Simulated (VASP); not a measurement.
Be4TeSe3:

```
Be Te Se
1.0
     5.36556    0.00000    0.00000
     0.00000    5.36556    0.00000
     0.00000    0.00000    6.36376
Be Te Se
4 1 3
Direct
  0.50000 0.50000 0.28165
  0.50000 0.50000 0.71835
  0.00000 0.50000 0.00000
  0.50000 0.00000 0.00000
  0.50000 0.50000 0.00000
  0.00000 0.00000 0.50000
  0.00000 0.50000 0.50000
  0.50000 0.00000 0.50000
```

The cell was built by a generator and needn't be a form met in nature.

- Program: VASP 6.6.1
- Task: relaxation of cell and atoms
- Functional: PBE
- Potentials or basis: VASP PAW PBE potentials, release 64 (Be, Te, Se)
- Cutoff: 520 eV
- k mesh: 3 × 3 × 2
- Occupations: gaussian, width 0.15 eV
- Spin: no spin polarisation

At the start: pressure 7.1 GPa; volume 22.90 Å³/atom.

Problem. How do energy, volume and symmetry change on relaxing?

Solution. Over 11 steps the energy falls by 714.5 meV/atom and the volume is 21.90 Å³/atom (-4.4 %); space group P4/mmm (No. 123, to 0.05 Å).

The path:
```
step  energy change (eV)  largest force (eV/Å)  pressure (GPa)  volume (Å³)
   1              0.0000               13.2000            7.13       183.21
   2             -4.7953                2.2523           -2.84       208.79
   3             -5.2837                0.9914           -4.23       198.84
   4             -5.2982                0.6956           -4.33       199.90
   5             -5.6211                0.1830           -1.08       182.96
   6             -5.6293                0.3796           -0.42       180.17
   7             -5.6571                0.1146           -0.19       178.43
   8             -5.6733                0.4374            0.39       175.16
   9             -5.6743                0.3091            0.25       175.88
  10             -5.6986                0.2407            0.25       175.63
  11             -5.7162                0.0781            0.39       175.19
```

Final structure:
```
CELL_PARAMETERS angstrom
5.19989 0.00000 0.00000
0.00000 5.19989 0.00000
0.00000 0.00000 6.47932
ATOMIC_POSITIONS crystal
Be 0.50000 0.50000 0.35521
Be 0.50000 0.50000 0.64479
Be 0.00000 0.50000 0.00000
Be 0.50000 0.00000 0.00000
Te 0.50000 0.50000 0.00000
Se 0.00000 0.00000 0.50000
Se 0.00000 0.50000 0.50000
Se 0.50000 0.00000 0.50000
```

Caveat: the k mesh is coarse (spacing up to 0.49 Å⁻¹), so the values aren't converged.
